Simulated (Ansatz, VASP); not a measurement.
# Te2Mo: VASP beside Ansatz, part 2 of 2

One calculation is typed for both programs; each brings its own data sets. How far apart do they land? The cell is taken from a series of runs on this material, whose earlier steps may have relaxed, scaled, displaced or heated it; both programs get it as it stands.

VASP 6.6.1 and Ansatz 0.2.0.

So far: Set-up; Ansatz: single point, HSE06, spin-orbit coupling.

## 3. VASP: single point, HSE06, spin-orbit coupling

Level of this step: HSE06, spin-orbit coupling, no spin polarisation; plane waves and PAW (Te, Mo_sv) (VASP).

The same cell, functional, mesh and smearing now go to VASP, with its own data sets.

Lines of VASP's logs that name or quote its potential files are left out, and so is its time.

The run reads the wave functions of an earlier VASP run, which isn't shown here.

The input, INCAR:

```
SYSTEM = Te2Mo
PREC = Accurate
ENCUT = 400
EDIFF = 1E-06
NELM = 100
ISMEAR = -1
SIGMA = 0.02
LREAL = .FALSE.
ALGO = Normal
LHFCALC = .TRUE.
AEXX = 0.25
GGA = PE
HFSCREEN = 0.208
LASPH = .TRUE.
LNONCOLLINEAR = .TRUE.
MAGMOM = 0 0 0 0 0 0 0 0 0 0 0 0 0 0 0 0 0 0
NBANDS = 64
GGA_COMPAT = .FALSE.
LSORBIT = .TRUE.
LMAXMIX = 4
PRECFOCK = Fast
LORBIT = 11
LWAVE = .FALSE.
LCHARG = .FALSE.
KPAR = 8
NCORE = 2
ISIF = 2
```

The input, POSCAR:

```
Te2Mo
1.0
    3.5182000000      0.0000000000      0.0000000000
   -1.7591000000      3.0468505756      0.0000000000
    0.0000000000      0.0000000000     13.9736000000
Te Mo
4 2
Direct
    0.3333333333      0.6666666667      0.6210000000
    0.6666666667      0.3333333333      0.1210000000
    0.3333333333      0.6666666667      0.8790000000
    0.6666666667      0.3333333333      0.3790000000
    0.3333333333      0.6666666667      0.2500000000
    0.6666666667      0.3333333333      0.7500000000
```

The input, KPOINTS:

```
Automatic mesh
0
Gamma
6 6 2
0 0 0
```

The projector-augmented-wave data sets are Te and Mo_sv (PBE family, release 64).

Command:

```bash
> mpirun -np 16 vasp_ncl
```

Numbers of over 12 decimals in the logs are rounded to 6 here.

The program printed:

```text
[banner, memory and clock lines left out]
running   16 mpi-ranks, on    1 nodes
 distrk:  each k-point on    2 cores,    8 groups
 distr:  one band on    2 cores,    1 groups

 POSCAR found type information on POSCAR TeMo
 POSCAR found :  2 types and       6 ions
 LDA part: xc-table for (Slater+PW92), standard interpolation
 found WAVECAR, reading the header
 POSCAR, INCAR and KPOINTS ok, starting setup
 FFT: planning ... GRIDC
 FFT: planning ... GRID_SOFT
 FFT: planning ... GRID
 reading WAVECAR
 the WAVECAR file was read successfully
 initial charge from wavefunction
 entering main loop
       N       E                     dE             d eps       ncg     rms          rms(c)
DAV:   1    -0.442109843233E+02   -0.44211E+02   -0.43073E+00  1808   0.108E+01    0.233E+01
DAV:   2    -0.441841297208E+02    0.26855E-01   -0.20916E-01  1808   0.339E+00    0.155E+01
DAV:   3    -0.441897168028E+02   -0.55871E-02   -0.27558E-02  2008   0.787E-01    0.903E+00
DAV:   4    -0.441873817234E+02    0.23351E-02   -0.12385E-02  1872   0.572E-01    0.536E+00
DAV:   5    -0.441878989240E+02   -0.51720E-03   -0.25141E-03  1976   0.256E-01    0.344E+00
DAV:   6    -0.441879880584E+02   -0.89134E-04   -0.85481E-04  2040   0.161E-01    0.215E+00
DAV:   7    -0.441880604224E+02   -0.72364E-04   -0.10070E-04  2016   0.708E-02    0.127E+00
DAV:   8    -0.441881144142E+02   -0.53992E-04   -0.51070E-05  2112   0.355E-02    0.761E-01
DAV:   9    -0.441881432348E+02   -0.28821E-04   -0.97256E-06  1896   0.201E-02    0.468E-01
DAV:  10    -0.441881627241E+02   -0.19489E-04   -0.27573E-06  1656   0.746E-03    0.279E-01
DAV:  11    -0.441881737346E+02   -0.11011E-04   -0.12195E-06  1320   0.765E-03    0.166E-01
DAV:  12    -0.441881806036E+02   -0.68690E-05   -0.26850E-07  1128   0.285E-03    0.996E-02
DAV:  13    -0.441881847118E+02   -0.41082E-05   -0.94982E-08  1080   0.190E-03    0.597E-02
DAV:  14    -0.441881871672E+02   -0.24554E-05   -0.37411E-08  1040   0.104E-03    0.354E-02
DAV:  15    -0.441881886359E+02   -0.14687E-05   -0.17743E-08  1040   0.686E-04    0.210E-02
DAV:  16    -0.441881895099E+02   -0.87398E-06   -0.93353E-09  1032   0.403E-04
   1 F= -.44188190E+02 E0= -.44188190E+02  d E =-.218620E-13  mag=     0.0000     0.0000    -0.0000
```

OUTCAR, selected parts (step 3):

```text
ion  position               nearest neighbor table
   1  0.333  0.667  0.621-   6 2.72   6 2.72   6 2.72   3 3.61
   2  0.667  0.333  0.121-   5 2.72   5 2.72   5 2.72   4 3.61
   3  0.333  0.667  0.879-   6 2.72   6 2.72   6 2.72   1 3.61
   4  0.667  0.333  0.379-   5 2.72   5 2.72   5 2.72   2 3.61
   5  0.333  0.667  0.250-   2 2.72   4 2.72   2 2.72   4 2.72   2 2.72   4 2.72
   6  0.667  0.333  0.750-   1 2.72   3 2.72   1 2.72   3 2.72   1 2.72   3 2.72

  LATTYP: Found a hexagonal cell.
 ALAT       =     3.5182000000
 C/A-ratio  =     3.9718037633

 Subroutine GETGRP returns: Found 24 space group operations
 (whereof 12 operations were pure point group operations)

The static configuration has the point symmetry D_3d.
 The point group associated with its full space group is D_6h.

 Found     14 irreducible k-points:

   k-points           NKPTS =     14   k-points in BZ     NKDIM =     72   number of bands    NBANDS=     64

   dimension x,y,z NGX =    24 NGY =   24 NGZ =   96
   dimension x,y,z NGXF=    48 NGYF=   48 NGZF=  192

   ENCUT  =  400.0 eV  29.40 Ry    5.42 a.u.   5.74  5.74 22.79*2*pi/ulx,y,z

   NELECT =      52.0000    total number of electrons

 k-points in reciprocal lattice and weights: Automatic mesh
   0.00000000  0.00000000  0.00000000       0.014
   0.16666667  0.00000000  0.00000000       0.083
   0.33333333  0.00000000  0.00000000       0.083
   0.50000000  0.00000000  0.00000000       0.042
   0.16666667  0.16666667  0.00000000       0.083
   0.33333333  0.16666667  0.00000000       0.167
   0.33333333  0.33333333  0.00000000       0.028
   0.00000000  0.00000000  0.50000000       0.014
   0.16666667  0.00000000  0.50000000       0.083
[...]
0.33333333  0.16666667  0.50000000       0.167
   0.33333333  0.33333333  0.50000000       0.028

  exchange ACFDT corr.  =         0.00000000  see jH, gK, PRB 81, 115126

 average (electrostatic) potential at core
       1 -82.3781       2 -82.3781       3 -82.3781       4 -82.3781       5 -68.2068
       6 -68.2068

 E-fermi :   8.4353

 k-point     1 :       0.0000    0.0000    0.0000
  band No.  band energies     occupation
    ...
     48       6.8180      1.00000
     49       7.3467      1.00000
     50       7.3467      1.00000
     51       7.8604      1.00000
     52       7.8604      1.00000
     53      10.9869      0.00000
     54      10.9869      0.00000
     55      11.1257      0.00000
     56      11.1257      0.00000
     57      11.3038      0.00000
    ...

 k-point     2 :       0.1667    0.0000    0.0000
  band No.  band energies     occupation
    ...
     48       6.7350      1.00000
     49       7.3429      1.00000
     50       7.3429      1.00000
     51       7.4284      1.00000
     52       7.4284      1.00000
     53      10.1201      0.00000
     54      10.1201      0.00000
     55      10.3759      0.00000
     56      10.3759      0.00000
     57      10.4266      0.00000
    ...

 k-point     3 :       0.3333    0.0000    0.0000
  band No.  band energies     occupation
    ...
     48       6.5976      1.00000
     49       6.8235      1.00000
     50       6.8235      1.00000
     51       6.9793      1.00000
     52       6.9793      1.00000
     53       9.4195      0.00000
     54       9.4195      0.00000
     55       9.7847      0.00000
     56       9.7847      0.00000
     57      10.0313      0.00000
    ...

  Total       -0.9431359     -0.9431359     -0.9595983      0.0000000      0.0000000     -0.0000000
  in kB      -10.0879950    -10.0879950    -10.2640807      0.0000000      0.0000000     -0.0000000
  external PRESSURE =     -10.1466903 kB  Pullay stress =       0.0000000 kB

  energy-cutoff  :      400.00
  volume of cell :      149.79
      direct lattice vectors                 reciprocal lattice vectors
     3.518200000  0.000000000  0.000000000     0.284236257  0.164103880  0.000000000
    -1.759100000  3.046850576  0.000000000     0.000000000  0.328207759  0.000000000
     0.000000000  0.000000000 13.973600000     0.000000000  0.000000000  0.071563520

 POSITION                                       TOTAL-FORCE (eV/Angst)
 -----------------------------------------------------------------------------------
     -0.00000      2.03123      8.67761         0.000000     -0.000000      0.334868
      1.75910      1.01562      1.69081        -0.000000      0.000000      0.334868
     -0.00000      2.03123     12.28279         0.000000     -0.000000     -0.334868
      1.75910      1.01562      5.29599        -0.000000      0.000000     -0.334868
     -0.00000      2.03123      3.49340         0.000000     -0.000000     -0.000000
      1.75910      1.01562     10.48020        -0.000000      0.000000     -0.000000
 -----------------------------------------------------------------------------------
    total drift:                               -0.000000      0.000000      0.000001

  FREE ENERGIE OF THE ION-ELECTRON SYSTEM (eV)
  ---------------------------------------------------
  free  energy   TOTEN  =       -44.1881895099 eV

  energy  without entropy=      -44.1881895099  energy(sigma->0) =      -44.18818951

 Spin-Orbit-Coupling matrix elements
 Ion:    1  E_soc:     -0.1899918
 Ion:    2  E_soc:     -0.1899918
 Ion:    3  E_soc:     -0.1899918
 Ion:    4  E_soc:     -0.1899918
 Ion:    5  E_soc:     -0.2048659
 Ion:    6  E_soc:     -0.2048659

 total charge
# of ion       s       p       d       tot
------------------------------------------
    1        1.349   2.112   0.067   3.528
    2        1.349   2.112   0.067   3.528
    3        1.349   2.112   0.067   3.528
    4        1.349   2.112   0.067   3.528
    5        2.252   6.157   3.941  12.349
    6        2.252   6.157   3.941  12.349
--------------------------------------------------
tot          9.898  20.763   8.148  38.809

 magnetization (x)
# of ion       s       p       d       tot
------------------------------------------
    1        0.000  -0.000  -0.000  -0.000
    2       -0.000   0.000   0.000   0.000
    3       -0.000   0.000   0.000   0.000
    4        0.000  -0.000  -0.000  -0.000
    5        0.000  -0.000   0.000   0.000
    6        0.000  -0.000   0.000   0.000
--------------------------------------------------
tot          0.000   0.000  -0.000   0.000

 magnetization (y)
# of ion       s       p       d       tot
------------------------------------------
    1       -0.000  -0.000   0.000  -0.000
    2        0.000  -0.000   0.000  -0.000
    3        0.000   0.000   0.000   0.000
    4       -0.000   0.000   0.000   0.000
    5       -0.000   0.000   0.000  -0.000
    6       -0.000   0.000   0.000  -0.000
--------------------------------------------------
tot         -0.000  -0.000   0.000  -0.000

 magnetization (z)
# of ion       s       p       d       tot
------------------------------------------
    1        0.000   0.000   0.000   0.000
    2        0.000   0.000   0.000   0.000
    3        0.000   0.000   0.000   0.000
    4        0.000   0.000   0.000   0.000
    5        0.000   0.000   0.000   0.000
    6        0.000   0.000   0.000   0.000
--------------------------------------------------
tot          0.000   0.000   0.000   0.000

[... 3 further parts left out ...]
```

This run has no spin polarisation, so a moment on Mo, if there is one, isn't seen.

## 4. Side by side

Known differences besides the potentials themselves: spin-orbit coupling enters by fully relativistic files in Ansatz and inside the spheres in VASP; exact exchange at q = 0 is treated differently, which shows on coarse meshes; VASP keeps PBE cores, Ansatz makes them for the functional; the data sets hold 92 valence electrons in Ansatz (on its fully relativistic PAW (standard-fr) files) and 52 in VASP; the cutoff is 420 eV in Ansatz and 400 eV in VASP; VASP takes a coarser grid for exact exchange (PRECFOCK = Fast). Total energies have different zeros and are not compared.

The two programs side by side:

| quantity | Ansatz | VASP | difference |
| --- | --- | --- | --- |
| gap on the k mesh (eV) | 1.218 | 1.203 | +0.015 |

A gap on the mesh is an upper bound, since the band edges may lie between its points.

## 5. Outcome

```json
{"difference in gap on the k mesh (single point, HSE06, spin-orbit coupling)": "0.015 eV"}
```

In words: The difference in gap on the k mesh is 0.015 eV (single point, HSE06, spin-orbit coupling), within the 0.08 eV picked in this series as the mark of a large difference. The data sets hold unlike numbers of valence electrons (92 in Ansatz and 52 in VASP), so part of the differences may come from the potentials. How closely two codes agree says nothing of how well the functional describes the real material.

[Lines on the potential files, build, host, timing and source positions are cut from VASP's logs without a mark.]

[Logs are printed without paths, hosts, clocks, repeated set-up lines and the standing remarks that a program may print on its own settings, such as how far it seeks lower states.]

[Hosts, paths, dates, database ids (printed as entryN), source tags and the programs' standing remarks are cut or masked in the printed files.]
